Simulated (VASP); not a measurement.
The system is C.

```
C
1.0
     2.46100    0.00000    0.00000
    -1.23050    2.13129    0.00000
     0.00000    0.00000    6.17136
C
4
Direct
  0.00000 0.00000 0.25000
  0.33333 0.66667 0.25000
  0.00000 0.00000 0.75000
  0.66667 0.33333 0.75000
```

The cell was built by a generator and needn't be a form met in nature.

Base run:

```yaml
Program: VASP 6.6.1
Functional: PBE
Dispersion: D3(BJ)
Potentials_or_basis: VASP PAW PBE potentials, release 64 (C)
Cutoff: 520 eV
k_mesh: 16 × 16 × 4
Occupations: fermi-dirac, width 0.05 eV
Spin: no spin polarisation
```

Its results: band gap on the k mesh 0.28 eV, direct; pressure 3.5 GPa.

**Question.** The run is repeated on the same cell with these changes: dispersion from D3(BJ) to MBD. What comes out?

**Answer.** Band gap on the k mesh 0.28 eV, direct; pressure 2.0 GPa.

A k mesh can miss the band edges.

Not every run made on this cell is shown here.
